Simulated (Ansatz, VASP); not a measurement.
# Mg2Co: VASP beside Ansatz, part 2 of 2

Wanted: the spread between two codes on one cell, functional and k mesh. The cell is invented: other elements were put on sites of a known structure type. It may not be a known or stable phase. The cell is taken from a series of VASP runs on this material, whose earlier steps may have relaxed, scaled or displaced it; both programs get it as it stands.

VASP 6.6.1 and Ansatz 0.2.0.

So far: Starting point; VASP: zone-centre phonons, LDA.

## Step 3: Ansatz: zone-centre phonons, LDA

Level of this step: Ansatz beside VASP: Kohn-Sham DFT, plane waves, LDA (Ansatz).

Ansatz runs on its default PAW (the set named soft_2) files.

The same cell, functional (in two slightly different forms), mesh and smearing now go to Ansatz, which takes its cutoff from its data sets.

Input file input.yaml:

```yaml
crystal:
  lattice:
    - [2.7016898208, 0.0, 0.0]
    - [0.0, 2.7016898208, 0.0]
    - [0.0, 0.0, 6.7929541134]
  atoms:
    - { symbol: Mg, position: [0.5, 0.0, 0.8146353671], spin: -0.009 }
    - { symbol: Mg, position: [0.0, 0.5, 0.1853646329], spin: -0.009 }
    - { symbol: Co, position: [0.0, 0.0, 0.5], spin: 1.315 }
hamiltonian:
  xc: lda
  pseudopotentials: { kind: paw }
magnetization:
  spin_polarized: true
kpoints:
  mp_grid: { grid: [8, 8, 4] }
scf:
  occupations: { method: fermi_dirac, width: 0.05 }
phonons:
  method: dfpt
  qpoints: [[0, 0, 0]]
```

Started as:

```bash
$ ansatz run input.yaml --threads 4 --pin off --max-ram 9216MiB --backend cpu --events-out ev --progress --plain --runs-dir out
```

Numbers of over 12 decimals in the logs are rounded to 6 here.

Log:

```text
zone centre: on kpoints.mp_grid the ground state, and the responses unless they are solved on pairs of k-points, stand on 75 of the mesh's 256 k-points, reduced under 4 symmetry operations, with k and −k counted as one. Each operation leaves every solved displacement unchanged or reverses it
Engine: ansatz 0.2.0, aarch64-unknown-linux-gnu
Pseudopotentials: kind: paw
Pseudopotential: Mg, paw, valence charge 10, recommended cutoff 420 eV (normal), Mg.paw.azcp
Pseudopotential: Co, paw, valence charge 17, recommended cutoff 420 eV (normal), Co.paw.azcp
Functional definition: SPW92
  exchange = slater_x
  correlation = pw_c
Crystal: 3 atoms, lattice volume = 49.583 Å³
Basis set: ecut = 420 eV, 979 PW (Γ), exchange–correlation on 40×40×96 points (8 copies of the dense FFT grid, shifted against one another)
Bands: 24, of which v1, the nominal top of the filled ones, is band 19 counted from 1 (18 counted from 0)
Symmetry: 8 space group operations
Space group: P-4m2 (ITA 115), of the structure as read, at distance tolerance 3.7e-5 Å
Magnetic group: BNS 115.283 (UNI 943), of the structure as read, at distance tolerance 3.7e-5 Å
k-points: 45 of 256 (time reversal used)
Non-local potential: Mg, projectors of the file, l = 0: 3, l = 1: 2, l = 2: 1
Non-local potential: Co, projectors of the file, l = 0: 3, l = 1: 2, l = 2: 3, l = 3: 1
PAW form: soft (Blöchl's): semilocal exchange-correlation on the pseudo side does not see the compensation charge
PAW frozen core: Mg, regenerated for the run's functional, and the local potential with it (the file was generated under x = pbe(κ = 0.804, μ = 0.219515), c = pbe(β = 0.066725))
PAW frozen core: Co, regenerated for the run's functional, and the local potential with it (the file was generated under x = pbe(κ = 0.804, μ = 0.219515), c = pbe(β = 0.066725))
PAW one-centre angular grid: Mg, 110 points (default); XC on 64 Gauss nodes
PAW one-centre angular grid: Co, 590 points (default); XC on 64 Gauss nodes
Initial density: superposition of atomic densities (chi_scale 0.1, normalization cell, long waves kept (reshape's long-wave potential 0.19 eV rms))
Starting moments: Σ|m| = 1.333 μB on 3 of 3 sites
Initial wavefunctions: pseudopotential atomic-orbital guess
Functional: x = slater, c = lda
SCF 1 converged in 11 iterations: F = -8864.305694 eV  dr2 = 4.99e-8
  greatest PAW one-centre occupation: 1.003 electrons in one spin orbital (limit 2), on the Co atom at site 2 (counted from 0), in its partial waves of l = 1
a single point of the input's cell can leave the moments in the input for a lower state (scf.lower_state_search): this run first made a single point of its cell. This run's own SCFs start from the density of the state that the single point found, with the moments in the input. The single point stayed on the moments in the input.
k-points: 75 of 256 (irreducible under 4 space group operations, time reversal used)
Initial density: read from a saved state, or passed on in memory by an earlier SCF of this step, an earlier step, the calling program or the single point that the run made first
Stability of the state it starts from, as read at its close in the collinear treatment: not read negative (Ritz values of 1 − χ₀K, real part plus size of imaginary part, from 0.79 to 1.0, by its mixing steps under the symmetry group of the SCF that read it); its run was given moments
Starting moments: Σ|m| = 1.333 μB on 3 of 3 sites; this step starts from the density that it was given
iter 1 solved again at ethr=1.20e-8 eV; its pass at ethr=3.10e-3 eV (dr2=4.44e-6 eV) is discarded
SCF iter   1: F=—  HF=-8864.305700 eV  |F-HF|=—  |Δ(HF+E_count)|=         —  Δρ=1.89e-6 (↑1.60e-6 ↓1.89e-6)  dr2=3.34e-9  dr2_m=7.00e-10  M=1.292 μB ∫|m|=1.480 μB  β_m=0.65  ethr=1.20e-8  ⟨swp⟩=4.0  Hψ=26589  notcnv=0
preconditioner: auto → none  [metal: Δε(μ)=0.012 eV  Ē_g=6.098 eV  σ=0.050 eV  W_gap=0.06  n_scr=4 (ndim 8)  ℏωp=19.0 eV  f_vac=0.000  D(μ)=3.21/eV (n_scr^D=38)]
SCF iter   2: F=—  HF=-8864.305694 eV  |F-HF|=—  |Δ(HF+E_count)|=   6.21e-6  Δρ=6.63e-7 (↑6.63e-7 ↓6.41e-7)  dr2=6.66e-10  dr2_m=7.58e-11  M=1.292 μB ∫|m|=1.480 μB  β_m=0.58  ethr=9.02e-12  ⟨swp⟩=2.4  Hψ=5793  notcnv=0
SCF iter   3: F=—  HF=-8864.305694 eV  |F-HF|=—  |Δ(HF+E_count)|=  6.53e-10  Δρ=7.76e-7 (↑7.76e-7 ↓7.11e-7)  dr2=1.39e-9  dr2_m=3.67e-12  M=1.292 μB ∫|m|=1.480 μB  β_m=0.44  ethr=1.80e-12  ⟨swp⟩=2.0  Hψ=5961  notcnv=0
SCF iter   4: F=—  HF=-8864.305694 eV  |F-HF|=—  |Δ(HF+E_count)|=  3.87e-10  Δρ=2.31e-7 (↑9.97e-8 ↓2.31e-7)  dr2=3.15e-11  dr2_m=7.63e-12  M=1.292 μB ∫|m|=1.480 μB  β_m=0.51  ethr=1.80e-12  ⟨swp⟩=2.0  Hψ=4446  notcnv=0
SCF iter   5: F=—  HF=-8864.305694 eV  |F-HF|=—  |Δ(HF+E_count)|=  9.09e-11  Δρ=2.63e-7 (↑6.81e-8 ↓2.63e-7)  dr2=2.84e-11  dr2_m=1.21e-11  M=1.292 μB ∫|m|=1.480 μB  β_m=0.76  ethr=1.00e-12  ⟨swp⟩=1.0  Hψ=3602  notcnv=0
SCF iter   6: F=—  HF=-8864.305694 eV  |F-HF|=—  |Δ(HF+E_count)|=  8.37e-11  Δρ=1.08e-7 (↑1.08e-7 ↓1.04e-7)  dr2=7.88e-12  dr2_m=4.71e-12  M=1.292 μB ∫|m|=1.480 μB  β_m=0.88  ethr=1.00e-12  ⟨swp⟩=1.9  Hψ=4097  notcnv=0
SCF iter   7: F=—  HF=-8864.305694 eV  |F-HF|=—  |Δ(HF+E_count)|=  2.18e-11  Δρ=1.43e-7 (↑1.43e-7 ↓8.50e-8)  dr2=3.48e-11  dr2_m=3.18e-12  M=1.292 μB ∫|m|=1.480 μB  β_m=0.64  ethr=1.00e-12  ⟨swp⟩=1.3  Hψ=3662  notcnv=0  recentre
SCF iter   8: F=—  HF=-8864.305694 eV  |F-HF|=—  |Δ(HF+E_count)|=  5.46e-12  Δρ=3.88e-8 (↑3.88e-8 ↓2.80e-8)  dr2=7.60e-13  dr2_m=4.59e-13  M=1.292 μB ∫|m|=1.480 μB  β_m=0.69  ethr=1.00e-12  ⟨swp⟩=1.0  Hψ=3604  notcnv=0
SCF iter   9: F=-8864.305694 eV  HF=-8864.305694 eV  |F-HF|=1.82e-12  |Δ(HF+E_count)|=  1.82e-12  Δρ=1.24e-8 (↑5.98e-9 ↓1.24e-8)  dr2=9.69e-14  dr2_m=7.88e-15  M=1.292 μB ∫|m|=1.480 μB  ethr=1.00e-12  ⟨swp⟩=3.7  Hψ=11858  notcnv=0
SCF 2 converged in 9 iterations: F = -8864.305694 eV  dr2 = 9.69e-14
DFPT response loops at Γ: preconditioner auto → Kerker (q_TF=auto, 2.598 Å⁻¹) (partly filled bands, converged f_vac=0.000); β = 1.00, the filter's whole step (`scf.mixing.beta` (0.30) is not read by the response loops under this deck's `scf.mixing.preconditioner`; to damp them name `kerker` or `kerker_dos`, under which they read `scf.mixing.beta`, and type it under 1.00, their step now; both keys bind the ground state too); Broyden in place of MSR1
SCF converged after 9 iterations
Magnetization: 1.2924 μB (19.1462 up, 17.8538 down)
Absolute magnetization: 1.4801 μB (∫|ρ↑−ρ↓|, with the PAW one-centre terms)
Spin contamination: 0.0528 ħ² per cell (⟨S²⟩ above its minimum at these occupations)
Per-site moments (μB) at R_I (Å): [(-0.013331, 1.042968), (-0.013331, 1.042968), (1.367953, 1.042968)]
Free energy (F): -8864.305694 eV
Harris-Foulkes:  -8864.305694 eV  (|F-HF|=1.82e-12)
Internal energy: -8864.279583 eV  (E = F + TS)
E sigma→0 (E₀):  -8864.292639 eV
Entropy (-TS):   -0.026110 eV (-8.703 meV/atom)
Fermi energy:    9.125775 eV
--- Per-component energies (eV) ---
  E_band       = -1030.734953
  E_kinetic    = 606.342090
  E_local      = -7120.192158  (includes V_loc(G=0)·N_el)
  E_nonlocal   = 658.260405
  E_hartree    = 2826.628223
  E_xc         = -213.858168
  E_vxc        = -277.726947  (∫ρ·V_xc dr)
  E_paw        = -1997.571188  (= ΣΔE_a)
  E_vpaw       = -550.674796  (= ΣTr[D̂ρ^β])
  E_aug_tail   = 0.000033  (compensation charges beyond the density's cutoff)
  E_ewald      = -3624.608029
  E_core_change = 0.719209  (= ΣΔE_core)
  E_smearing   = -0.026110  (= −TS)
  E_closure    = -0.000000  (closes the sum)
  Σ components = -8864.305694   (vs F -8864.305694, Δ=0.00e0)
--- Band table (eV; the first three rows and the last of 150) ---
  k-point 0 ↑: bands = [... 15 lower, 6.3874, 7.0217, 7.9049, 7.9049, 8.0190, 13.6453, 15.3935, 18.9415, ... 1 higher]
  k-point 1 ↑: bands = [... 15 lower, 6.3867, 7.3190, 7.9048, 7.9048, 8.0190, 11.7073, 17.6120, 18.8771, ... 1 higher]
  k-point 2 ↑: bands = [... 15 lower, 6.3774, 7.9048, 7.9048, 8.0189, 8.2074, 10.1039, 18.8019, 19.8069, ... 1 higher]
  k-point 74 ↓: bands = [... 15 lower, 8.2430, 10.0270, 11.0839, 11.3293, 11.9121, 11.9121, 13.4757, 13.4757, ... 1 higher]
--- Phonons (Γ-DFPT): 5 representative perturbations + reference, on 75 of 256 k-points (Σ response iterations 15) ---
  k mesh reduced under 4 symmetry operations, with k and −k counted as one. Each operation leaves every solved displacement unchanged or reverses it
  ASR residual: 1.211e-3 → 0.000e0 eV/Å²; symmetrization residual: 6.165e-6 eV/Å²
  ASR residual per site (eV/Å²): 5.02e-6 5.02e-6 1.21e-3
  Γ frequencies (cm⁻¹): -89.90 -89.90 0.00 0.00 0.00 172.47 172.47 276.19 286.72
  non-analytic LO–TO correction: not included (Born effective charges unavailable; polar crystals: no LO–TO splitting at Γ)
--- Phonons (arbitrary-q DFPT): 1 explicit q-point ---
  q = [0, 0, 0] (of the zone-centre solve; hermiticity 1.65e-6, symmetrization 1.06e-13): -89.90 -89.90 0.00 0.00 0.00 172.47 172.47 276.19 286.72
  sum rule: each row above includes the acoustic sum rule's correction from the zone centre's row sums; it moved no ω² by more than (2.36 cm⁻¹)²
```

The job ended after 23 s (4 threads of Arm Neoverse V2, shared host; peak memory 0.69 GiB; 84 s of CPU time).

## Step 4: Side by side

Known differences besides the potentials themselves: the two LDA forms differ slightly; the data sets hold 37 valence electrons in Ansatz (default PAW (the set named soft_2) files) and 13 in VASP; the cutoff is 420 eV in Ansatz and 400 eV in VASP; VASP's log shows a relativistic correction to its local exchange, Ansatz's none; site moments are counted in spheres of each program's own size. Total energies have different zeros and are not compared.

Compared:

```
                                                   quantity  Ansatz   VASP  difference
                                          total moment (μB)    1.29   1.26       +0.04
                                         moment on Co3 (μB)    1.37   1.31       +0.05
optical mode 1 to 2 (imaginary, printed as negative) (cm⁻¹)   -89.9  -85.6        -4.3
                                 optical mode 3 to 4 (cm⁻¹)   172.5  172.2     +0.13 %
                                      optical mode 5 (cm⁻¹)   276.2  276.4     -0.08 %
                                      optical mode 6 (cm⁻¹)   286.7  285.8     +0.32 %
```

Modes are paired by rising frequency and degeneracy, not by their patterns, so a pair may still set unlike modes beside each other.

## Step 5: Summary of results

```
r.m.s. difference of the optical zone-centre modes, each program's sorted by frequency (zone-centre phonons, LDA) : 2.5 cm⁻¹
```

The r.m.s. difference of the optical zone-centre modes, each program's sorted by frequency is 2.5 cm⁻¹ (zone-centre phonons, LDA). How closely two codes agree says nothing of how well the functional describes the real material.

[Lines on the potential files, build, host, timing and source positions are cut from VASP's logs without a mark.]

[Logs are printed without paths, hosts, clocks, repeated set-up lines and the standing remarks that a program may print on its own settings, such as how far it seeks lower states.]

[Hosts, paths, dates, database ids (printed as entryN), source tags and the programs' standing remarks are cut or masked in the printed files.]
